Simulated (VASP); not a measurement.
All values below come from PBEsol GGA, VASP's PBE PAW potentials (set 64) (plane waves; VASP).

Input for VASP

**POSCAR**
```
VAl
1
    2.7302789422    -0.0000000000     0.0000000000
   -1.3651394711     2.3644908738     0.0000000000
    0.0000000000    -0.0000000000     8.7338303574
V Al
2 2
Direct
  1.0000000000   0.0000000000   0.0000000000
  1.0000000000   0.0000000000   0.5000000000
  0.3333330000   0.6666670000   0.2500000000
  0.6666670000   0.3333330000   0.7500000000
```

File KPOINTS:
```
Regular mesh
0
gamma
  14 14 4
0 0 0
```

INCAR:
```
SYSTEM = VAl
PREC = Accurate; ENCUT = 400; LREAL = F
LASPH = T
EDIFF = 1E-7; NELM = 100; ALGO = Normal
LMAXMIX = 4
ISMEAR = -5
GGA = PS
ISIF = 2
LWAVE = F; LCHARG = T; LORBIT = 11
NEDOS = 601
LEFG = T
```

POTCAR, in this order: V_sv Al (PBE.64 set). Program: vasp_std.

Output of the run:

OSZICAR:
```
       N       E                     dE             d eps       ncg     rms          rms(c)
DAV:   1     0.279430571604E+03    0.27943E+03   -0.15248E+04  3048   0.136E+03
DAV:   2    -0.182971871000E+02   -0.29773E+03   -0.29076E+03  2968   0.452E+02
DAV:   3    -0.324364391331E+02   -0.14139E+02   -0.13247E+02  3868   0.938E+01
DAV:   4    -0.327671240294E+02   -0.33068E+00   -0.32719E+00  3556   0.127E+01
DAV:   5    -0.327738118737E+02   -0.66878E-02   -0.66895E-02  3508   0.192E+00    0.268E+01
DAV:   6    -0.297536875649E+02    0.30201E+01   -0.61676E+01  3344   0.623E+01    0.945E+00
DAV:   7    -0.282922308357E+02    0.14615E+01   -0.17919E+01  3344   0.322E+01    0.576E+00
DAV:   8    -0.280139379986E+02    0.27829E+00   -0.17179E+00  3392   0.110E+01    0.858E-01
DAV:   9    -0.280061214539E+02    0.78165E-02   -0.34141E-02  3400   0.156E+00    0.397E-01
DAV:  10    -0.280049750449E+02    0.11464E-02   -0.56308E-03  3472   0.716E-01    0.129E-01
DAV:  11    -0.280049722345E+02    0.28104E-05   -0.95112E-04  3556   0.207E-01    0.392E-02
DAV:  12    -0.280049271013E+02    0.45133E-04   -0.21627E-04  3516   0.834E-02    0.108E-02
DAV:  13    -0.280049279982E+02   -0.89691E-06   -0.16194E-05  3908   0.302E-02    0.662E-03
DAV:  14    -0.280049298404E+02   -0.18422E-05   -0.12388E-06  3368   0.104E-02    0.132E-03
DAV:  15    -0.280049299616E+02   -0.12114E-06   -0.14261E-07  2352   0.250E-03    0.625E-04
DAV:  16    -0.280049297559E+02    0.20570E-06   -0.24832E-08  1988   0.118E-03    0.422E-04
DAV:  17    -0.280049297813E+02   -0.25387E-07   -0.13122E-08  1924   0.869E-04
   1 F= -.28004930E+02 E0= -.28004930E+02  d E =0.000000E+00
```

File OUTCAR:
```
------------------------ aborting loop because EDIFF is reached ----------------------------------------
  FORCE on cell =-STRESS in cart. coord.  units (eV):
  Direction    XX          YY          ZZ          XY          YZ          ZX
  --------------------------------------------------------------------------------------
  Total        0.0065859      0.0065859     -0.0134282      0.0000000     -0.0000000     -0.0000000
  in kB        0.1871455      0.1871455     -0.3815752      0.0000000     -0.0000000     -0.0000000
  external PRESSURE =      -0.0024281 kB  Pullay stress =       0.0000000 kB
  volume of cell :       56.38
      direct lattice vectors                 reciprocal lattice vectors
     2.730278942  0.000000000  0.000000000     0.366262943  0.211462013  0.000000000
    -1.365139471  2.364490874  0.000000000     0.000000000  0.422924026  0.000000000
     0.000000000  0.000000000  8.733830357     0.000000000  0.000000000  0.114497301
 POSITION                                       TOTAL-FORCE (eV/Angst)
 -----------------------------------------------------------------------------------
      0.00000      0.00000      0.00000         0.000000      0.000000      0.000000
      0.00000      0.00000      4.36692         0.000000      0.000000      0.000000
     -0.00000      1.57633      2.18346        -0.000000     -0.000000      0.000000
      1.36514      0.78816      6.55037         0.000000      0.000000     -0.000000
 -----------------------------------------------------------------------------------
    total drift:                                0.000000      0.000000     -0.000000
  FREE ENERGIE OF THE ION-ELECTRON SYSTEM (eV)
  ---------------------------------------------------
  free  energy   TOTEN  =       -28.0049297813 eV

  energy  without entropy=      -28.0049297813  energy(sigma->0) =      -28.00492978

 total charge

# of ion       s       p       d       tot
------------------------------------------
    1        2.297   6.236   3.012  11.544
    2        2.297   6.236   3.012  11.544
    3        0.428   0.423   0.000   0.852
    4        0.428   0.423   0.000   0.852
--------------------------------------------------
tot          5.450  13.319   6.023  24.792

 Electric field gradients after diagonalization (V/A^2)
 (convention: |V_zz| > |V_xx| > |V_yy|)
----------------------------------------------------------------------
 ion       V_xx      V_yy      V_zz     asymmetry (V_yy - V_xx)/ V_zz
----------------------------------------------------------------------
   1     -33.353   -33.348    66.702       0.000
   2     -33.353   -33.348    66.702       0.000
   3      15.384    15.384   -30.769       0.000
   4      15.384    15.384   -30.769       0.000
```
(Selected blocks of OUTCAR.)

### OUTCAR
```
 val. band max:        9.0502810178   @ k =   0.2143   0.1429   0.0000

 cond. band min:       8.9926237442   @ k =   0.2857   0.2143   0.5000


 Fermi energy:         9.0118770706

 k-point     1 :       0.0000    0.0000    0.0000
  band No.  band energies     occupation
      1     -54.6862      2.00000
      2     -54.6857      2.00000
      3     -28.7817      2.00000
      4     -28.7778      2.00000
      5     -28.2569      2.00000
      6     -28.2569      2.00000
      7     -28.2566      2.00000
      8     -28.2566      2.00000
      9      -0.7492      2.00000
     10       0.3485      2.00000
     11       3.1512      2.00000
     12       6.2671      2.00000
     13       7.0901      2.00000
     14       7.9777      2.00000
     15       9.5985      0.00000
     16       9.5985      0.00000
     17       9.6079      0.00000
     18       9.6079      0.00000
     19      10.8446      0.00000
     20      10.8446      0.00000

 k-point     2 :       0.0714    0.0000    0.0000
  band No.  band energies     occupation
      1     -54.6815      2.00000
      2     -54.6810      2.00000
      3     -28.7772      2.00000
      4     -28.7733      2.00000
      5     -28.2850      2.00000
      6     -28.2846      2.00000
      7     -28.2633      2.00000
      8     -28.2628      2.00000
      9      -0.6099      2.00000
     10       0.4651      2.00000
     11       3.3069      2.00000
     12       6.4048      2.00000
     13       7.0750      2.00000
     14       8.0533      2.00000
     15       9.4838      0.00000
     16       9.5058      0.00000
     17       9.7024      0.00000
     18       9.7124      0.00000
     19      10.6792      0.00000
     20      10.8066      0.00000

 k-point     3 :       0.1429    0.0000    0.0000
  band No.  band energies     occupation
      1     -54.6681      2.00000
      2     -54.6680      2.00000
      3     -28.7646      2.00000
      4     -28.7605      2.00000
      5     -28.3634      2.00000
...
```

For a metal the tetrahedron method with Blöchl corrections gives inexact stress and forces.

The structure was generated: VAl was put into the NiAs type type (P6_3/mmc), which need not be its known phase. It was relaxed first, which changed the volume by -44 %. The run is not spin-polarised, so no magnetic state was tried.
